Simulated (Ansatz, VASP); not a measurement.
# ZrC in two plane-wave programs, part 2 of 2

Wanted: the spread between two codes on one cell, functional and k mesh. The cell is taken from a series of runs on this material, whose earlier steps may have relaxed, scaled, displaced or heated it; both programs get it as it stands.

VASP 6.6.1 and Ansatz 0.2.0.

So far: Starting point; VASP: elastic constants, PBEsol.

### Step 3. Ansatz: elastic constants, PBEsol

Level of this step: Ansatz beside VASP: Kohn-Sham DFT, plane waves, PBEsol (Ansatz).

Ansatz runs on its default PAW (the set named soft_2) files.

The same cell, functional, mesh and smearing now go to Ansatz.

Contents of input.yaml:

```yaml
crystal:
  lattice:
    - [0.0, 2.3345640951, 2.3345640951]
    - [2.3345640951, 0.0, 2.3345640951]
    - [2.3345640951, 2.3345640951, 0.0]
  atoms:
    - { symbol: Zr, position: [0.0, 0.0, 0.0] }
    - { symbol: C, position: [0.5, 0.5, 0.5] }
kpoints:
  mp_grid: { grid: [22, 22, 22] }
hamiltonian:
  xc: pbesol
scf:
  occupations: { method: methfessel_paxton, width: 0.25 }
output:
  forces: true
  stress: true
  eigenvalues: true
basis:
  ecutwfc: 550.0
elastic:
  mode: relaxed_ion
  stencil: two_point
  amplitude: 0.01
```

Command:

```
ansatz run input.yaml --threads 4 --pin off --max-ram 16384MiB --backend cpu --events-out ev --progress --plain --runs-dir out
```

Numbers of over 12 decimals in the logs are rounded to 6 here.

Log:

```text
Engine: ansatz 0.2.0, aarch64-unknown-linux-gnu
Pseudopotentials: kind: paw
Pseudopotential: Zr, paw, valence charge 12, recommended cutoff 420 eV (normal), Zr.paw.azcp
Pseudopotential: C, paw, valence charge 4, recommended cutoff 420 eV (normal), C.paw.azcp
Functional definition: PBEsol
  exchange = pbesol_x
  correlation = pbesol_c
Crystal: 2 atoms, lattice volume = 25.448 Å³
Basis set: ecut = 550 eV, 725 PW (Γ), exchange–correlation on 54×54×54 points (8 copies of the dense FFT grid, shifted against one another)
Bands: 12, of which v1, the nominal top of the filled ones, is band 8 counted from 1 (7 counted from 0)
Symmetry: 48 space group operations
Space group: Fm-3m (ITA 225), of the structure as read, at distance tolerance 2.9e-5 Å
k-points: 328 of 10648
Non-local potential: Zr, projectors of the file, l = 0: 3, l = 1: 2, l = 2: 2, l = 3: 2
Non-local potential: C, projectors of the file, l = 0: 2, l = 1: 2, l = 2: 1
PAW form: soft (Blöchl's): semilocal exchange-correlation on the pseudo side does not see the compensation charge
PAW frozen core: Zr, regenerated for the run's functional, and the local potential with it (the file was generated under x = pbe(κ = 0.804, μ = 0.219515), c = pbe(β = 0.066725))
PAW frozen core: C, regenerated for the run's functional, and the local potential with it (the file was generated under x = pbe(κ = 0.804, μ = 0.219515), c = pbe(β = 0.066725))
PAW one-centre angular grid: Zr, 590 points (default); XC on 64 Gauss nodes
PAW one-centre angular grid: C, 110 points (default); XC on 64 Gauss nodes
Initial density: superposition of atomic densities (neutral atoms: chi_scale 0, normalization atom), corrected by the library's trained network
Initial wavefunctions: pseudopotential atomic-orbital guess
Functional: x = pbesol(κ = 0.804, μ = 0.123457), c = pbesol(β = 0.046)
SCF iter   1: F=—  HF=-4377.182326 eV  |F-HF|=—  |Δ(HF+E_count)|=         —  Δρ=8.89e-3  dr2=2.57e-2  ethr=1.77e-3  ⟨swp⟩=5.0  Hψ=19785  notcnv=0
preconditioner: auto → none  [metal: Δε(μ)=0.008 eV  Ē_g=18.035 eV  σ=0.250 eV  W_gap=0.03  n_scr=8 (ndim 8)  ℏωp=27.5 eV  f_vac=0.000  D(μ)=0.29/eV (n_scr^D=0)  sad-step TF]
SCF iter   2: F=—  HF=-4377.178424 eV  |F-HF|=—  |Δ(HF+E_count)|=   3.90e-3  S|Δr|=    0.00e0  Δρ=5.55e-3  dr2=1.07e-2  ethr=1.60e-4  ⟨swp⟩=1.0  Hψ=6560  notcnv=0
SCF iter   3: F=—  HF=-4377.176038 eV  |F-HF|=—  |Δ(HF+E_count)|=   2.39e-3  S|Δr|=    0.00e0  Δρ=6.65e-4  dr2=5.26e-5  ethr=6.66e-5  ⟨swp⟩=2.0  Hψ=5028  notcnv=0
SCF iter   4: F=—  HF=-4377.176016 eV  |F-HF|=—  |Δ(HF+E_count)|=   2.24e-5  S|Δr|=    0.00e0  Δρ=1.54e-4  dr2=2.38e-6  ethr=3.29e-7  ⟨swp⟩=2.0  Hψ=6408  notcnv=0
SCF iter   5: F=—  HF=-4377.176017 eV  |F-HF|=—  |Δ(HF+E_count)|=   1.06e-6  S|Δr|=    0.00e0  Δρ=1.98e-5  dr2=6.22e-8  ethr=1.49e-8  ⟨swp⟩=2.5  Hψ=6617  notcnv=0
SCF iter   6: F=—  HF=-4377.176017 eV  |F-HF|=—  |Δ(HF+E_count)|=   9.89e-8  S|Δr|=    0.00e0  Δρ=1.19e-6  dr2=1.51e-10  ethr=3.89e-10  ⟨swp⟩=2.0  Hψ=6514  notcnv=0
SCF iter   7: F=—  HF=-4377.176017 eV  |F-HF|=—  |Δ(HF+E_count)|=  3.64e-12  S|Δr|=    0.00e0  Δρ=1.57e-7  dr2=6.22e-12  ethr=9.45e-13 (applied; sched 1.00e-12)  ⟨swp⟩=2.0  Hψ=6518  notcnv=0
SCF iter   8: F=-4377.176017 eV  HF=-4377.176017 eV  |F-HF|=0.00e0  |Δ(HF+E_count)|=  1.82e-12  S|Δr|=    0.00e0  Δρ=1.62e-8  dr2=5.77e-14  ethr=1.00e-12  ⟨swp⟩=3.8  Hψ=16130  notcnv=0
SCF 1 converged in 8 iterations: F = -4377.176017 eV  dr2 = 5.77e-14
  greatest PAW one-centre occupation: 0.996 electrons in one spin orbital (limit 2), on the Zr atom at site 0 (counted from 0), in its partial waves of l = 0
Crystal: 2 atoms, lattice volume = 25.193 Å³
Symmetry: 16 space group operations
k-points: 834 of 10648
Initial density: handed on by an earlier stage of this run
Initial wavefunctions: those handed on with the density
iter 1 solved again at ethr=8.59e-6 eV; its pass at ethr=3.10e-3 eV (dr2=1.37e-3 eV) is discarded
SCF iter   1: F=—  HF=-4377.172430 eV  |F-HF|=—  |Δ(HF+E_count)|=         —  Δρ=2.28e-3  dr2=1.44e-3  ethr=8.59e-6  ⟨swp⟩=1.3  Hψ=69719  notcnv=0
preconditioner: auto → none  [metal: Δε(μ)=0.008 eV  Ē_g=18.094 eV  σ=0.250 eV  W_gap=0.03  n_scr=8 (ndim 8)  ℏωp=27.7 eV  f_vac=0.000  D(μ)=0.28/eV (n_scr^D=0)]
[...]
SCF 2 converged in 8 iterations: F = -4377.171969 eV  dr2 = 2.27e-15
Crystal: 2 atoms, lattice volume = 25.702 Å³
Basis set: ecut = 550 eV, 741 PW (Γ), exchange–correlation on 54×54×54 points (8 copies of the dense FFT grid, shifted against one another)
[...]
preconditioner: auto → none  [metal: Δε(μ)=0.007 eV  Ē_g=18.002 eV  σ=0.250 eV  W_gap=0.02  n_scr=8 (ndim 8)  ℏωp=27.4 eV  f_vac=0.000  D(μ)=0.29/eV (n_scr^D=0)]
[...]
SCF 3 converged in 6 iterations: F = -4377.172173 eV  dr2 = 1.47e-14
Crystal: 2 atoms, lattice volume = 25.447 Å³
Basis set: ecut = 550 eV, 729 PW (Γ), exchange–correlation on 54×54×54 points (8 copies of the dense FFT grid, shifted against one another)
Symmetry: 8 space group operations
k-points: 1530 of 10648
[...]
preconditioner: auto → none  [metal: Δε(μ)=0.004 eV  Ē_g=18.048 eV  σ=0.250 eV  W_gap=0.01  n_scr=8 (ndim 8)  ℏωp=27.5 eV  f_vac=0.000  D(μ)=0.29/eV (n_scr^D=0)]
[...]
SCF iter   5: F=—  HF=-4377.174779 eV  |F-HF|=—  |Δ(HF+E_count)|=  4.55e-11  S|Δr|=    0.00e0  Δρ=3.41e-7  dr2=1.11e-11  ethr=1.37e-12  ⟨swp⟩=2.1  Hψ=30666  notcnv=0
SCF iter   6: F=—  HF=-4377.174779 eV  |F-HF|=—  |Δ(HF+E_count)|=  9.09e-13  S|Δr|=    0.00e0  Δρ=5.11e-8  dr2=2.31e-13  ethr=6.95e-14 (applied; sched 1.00e-12)  ⟨swp⟩=2.3  Hψ=26192  notcnv=0
SCF iter   7: F=-4377.174779 eV  HF=-4377.174779 eV  |F-HF|=9.09e-13  |Δ(HF+E_count)|=  1.82e-12  S|Δr|=    0.00e0  Δρ=4.96e-9  dr2=2.86e-15  ethr=1.00e-12  ⟨swp⟩=4.7  Hψ=62348  notcnv=0
SCF 4 converged in 7 iterations: F = -4377.174779 eV  dr2 = 2.86e-15
iter 1 solved again at ethr=2.04e-9 eV; its pass at ethr=3.10e-3 eV (dr2=3.27e-7 eV) is discarded
SCF iter   1: F=—  HF=-4377.174779 eV  |F-HF|=—  |Δ(HF+E_count)|=         —  Δρ=3.06e-5  dr2=3.00e-7  ethr=2.04e-9  ⟨swp⟩=2.3  Hψ=124067  notcnv=0
SCF iter   2: F=—  HF=-4377.174779 eV  |F-HF|=—  |Δ(HF+E_count)|=   4.46e-7  S|Δr|=    0.00e0  Δρ=1.12e-5  dr2=3.26e-8  ethr=1.87e-9  ⟨swp⟩=2.0  Hψ=21039  notcnv=0
SCF iter   3: F=—  HF=-4377.174779 eV  |F-HF|=—  |Δ(HF+E_count)|=   7.13e-9  S|Δr|=    0.00e0  Δρ=2.29e-6  dr2=1.08e-9  ethr=2.04e-10  ⟨swp⟩=2.0  Hψ=20877  notcnv=0
SCF iter   4: F=—  HF=-4377.174779 eV  |F-HF|=—  |Δ(HF+E_count)|=  1.85e-10  S|Δr|=    0.00e0  Δρ=2.32e-7  dr2=9.30e-12  ethr=6.75e-12  ⟨swp⟩=2.0  Hψ=27967  notcnv=0
SCF iter   5: F=—  HF=-4377.174779 eV  |F-HF|=—  |Δ(HF+E_count)|=  9.09e-13  S|Δr|=    0.00e0  Δρ=4.20e-8  dr2=2.95e-13  ethr=5.81e-14 (applied; sched 1.00e-12)  ⟨swp⟩=2.7  Hψ=29830  notcnv=0
SCF iter   6: F=-4377.174779 eV  HF=-4377.174779 eV  |F-HF|=9.09e-13  |Δ(HF+E_count)|=  9.09e-13  S|Δr|=    0.00e0  Δρ=7.74e-9  dr2=1.15e-14  ethr=1.00e-12  ⟨swp⟩=4.1  Hψ=61512  notcnv=0
SCF 5 converged in 6 iterations: F = -4377.174779 eV  dr2 = 1.15e-14
SCF converged after 8 iterations
Stability not checked: this state was not tested for a lower state beside it, because cold or Methfessel-Paxton smearing, or corrected tetrahedra, fill the levels in a way that the test cannot read (fill_not_monotonic; see scf.lower_state_search)
Free energy (F): -4377.176017 eV
Harris-Foulkes:  -4377.176017 eV  (|F-HF|=0.00e0)
Internal energy: -4377.176606 eV  (E = F + TS)
E sigma→0 (E₀):  -4377.176164 eV
Entropy (-TS):   0.000589 eV (0.295 meV/atom)
Fermi energy:    15.088938 eV
--- Per-component energies (eV) ---
  E_band       = -44.179918
  E_kinetic    = 423.172311
  E_local      = -585.249627  (includes V_loc(G=0)·N_el)
  E_nonlocal   = 106.245888
  E_hartree    = 175.387419
  E_xc         = -210.129288
  E_vxc        = -252.269392  (∫ρ·V_xc dr)
  E_paw        = -2994.292766  (= ΣΔE_a)
  E_vpaw       = -86.853939  (= ΣTr[D̂ρ^β])
  E_aug_tail   = 0.000004  (compensation charges beyond the density's cutoff)
  E_ewald      = -1292.497369
  E_core_change = 0.186821  (= ΣΔE_core)
  E_smearing   = 0.000589  (= −TS)
  E_closure    = -0.000000  (closes the sum)
  Σ components = -4377.176017   (vs F -4377.176017, Δ=0.00e0)
--- Forces (eV/Å), atoms counted from 1 ---
  atom   1  Zr    -0.00000000     0.00000000    -0.00000000
  atom   2  C      0.00000000    -0.00000000     0.00000000
  max |Σ_I F_I| component: 6.18e-30 eV/Å
--- Stress (GPa, compression-positive) ---
       -0.023377      -0.000000      -0.000000
       -0.000000      -0.023377      -0.000000
       -0.000000      -0.000000      -0.023377
  P = ⅓ Tr σ = -0.0234 GPa (-0.234 kbar)
--- Band table (eV; the first three rows and the last of 328) ---
  k-point 0: bands = [... 4 lower, 3.7258, 16.0371, 16.0371, 16.0371, 16.1447, 16.1447, 16.1447, 17.9435]
  k-point 1: bands = [... 4 lower, 3.7755, 15.5022, 15.6719, 15.6719, 16.3089, 16.3089, 16.5687, 18.2454]
  k-point 2: bands = [... 4 lower, 3.9217, 14.8324, 15.1123, 15.1123, 16.4900, 16.4900, 16.9323, 18.9233]
  k-point 327: bands = [... 4 lower, 5.6153, 12.4317, 12.7087, 12.7324, 18.0086, 18.8124, 20.9107, 22.1505]
--- Elastic constants: 2 strain directions × 2 members + reference (group order 48) ---
  dense FFT box of the reference and of every strained cell: 27×27×27
  strains applied: 11, 23; error gains: componentwise 1.00 (the most a stress slope's error grows in a printed constant), spectral 1.73 (1 for all six strains in a standard setting)
  C = ∂σ_k/∂η_j (tension-positive GPa; Voigt order 11 22 33 23 13 12):
       497.143    105.790    105.790     -0.000      0.000      0.000
       105.790    497.143    105.790      0.000     -0.000      0.000
       105.790    105.790    497.143      0.000      0.000     -0.000
         0.000      0.000      0.000    155.881      0.000     -0.000
         0.000      0.000     -0.000     -0.000    155.881     -0.000
         0.000     -0.000      0.000     -0.000     -0.000    155.881
  reference stress σ⁰ (GPa):      0.023      0.023      0.023      0.000      0.000      0.000
  C* (energy form; C + prestress term) asymmetry max|C*_kj − C*_jk| = 1.421e-14 GPa — a small one proves nothing (zero by symmetry where the batch's group is 432, −43m or m−3m); a large one is finite-difference/SCF noise where every solve meets its electron count
  moduli (Voigt/Reuss/Hill, GPa): K = 236.24/236.24/236.24   G = 171.80/169.68/170.74   E = 412.78   ν = 0.209
  mechanically stable: yes (min eigenvalue of sym C = 155.88 GPa)
  strain η (Voigt 11):  stress-route row diagonal C_11 = 497.14 GPa, energy-path curvature d²(F+E_count+ΔE)/dδ²/Ω₀ = 496.84 GPa
         δ    σ_11 (GPa)             F (eV)   n_scf  n_hpsi   n_pw
    -1.000e-2      -5.2111       -4377.1719689       8  208925    754   relax 0 steps, max|allowed force component| 4.93e-31 eV/Å
     1.000e-2       4.7317       -4377.1721735       6  168777    766   relax 0 steps, max|allowed force component| 4.44e-31 eV/Å
  strain η (Voigt 23):  stress-route row diagonal C_44 = 155.88 GPa, energy-path curvature d²(F+E_count+ΔE)/dδ²/Ω₀ = 155.88 GPa
         δ    σ_23 (GPa)             F (eV)   n_scf  n_hpsi   n_pw
    -1.000e-2      -1.5588       -4377.1747790       7  336692    760   relax 0 steps, max|allowed force component| 5.92e-31 eV/Å
     1.000e-2       1.5588       -4377.1747790       6  306698    760   relax 0 steps, max|allowed force component| 2.74e-29 eV/Å
```

### Step 4. Comparison

Known differences besides the potentials themselves: the cutoff is 550 eV in Ansatz and 600 eV in VASP; Ansatz makes its cores anew for this functional, VASP keeps those of its PBE data sets; VASP takes each elastic constant from one size of strain, Ansatz from those that its log lists. Total energies have different zeros and are not compared.

The two programs side by side:

```csv
quantity,Ansatz,VASP,difference
C11 (GPa),497.1,499.9,-0.55 %
C22 (GPa),497.1,499.9,-0.55 %
C33 (GPa),497.1,499.9,-0.55 %
C12 (GPa),105.8,105.3,+0.43 %
C13 (GPa),105.8,105.3,+0.43 %
C23 (GPa),105.8,105.3,+0.43 %
C44 (GPa),155.9,155.8,+0.05 %
C55 (GPa),155.9,155.8,+0.05 %
C66 (GPa),155.9,155.8,+0.05 %
```

### Step 5. What came out

```yaml
difference_in_c11_elastic_constants_pbesol: -0.55 %
```

In words: The difference in C11 is -0.55 % (elastic constants, PBEsol), within the 5 % picked in this series as the mark of a large difference. 1 further run of this series is not shown here. How closely two codes agree says nothing of how well the functional describes the real material.

[Lines on the potential files, build, host, timing and source positions are cut from VASP's logs without a mark.]

[Logs are printed without paths, hosts, clocks, repeated set-up lines and the standing remarks that a program may print on its own settings, such as how far it seeks lower states.]

[Hosts, paths, dates, database ids (printed as entryN), source tags and the programs' standing remarks are cut or masked in the printed files.]
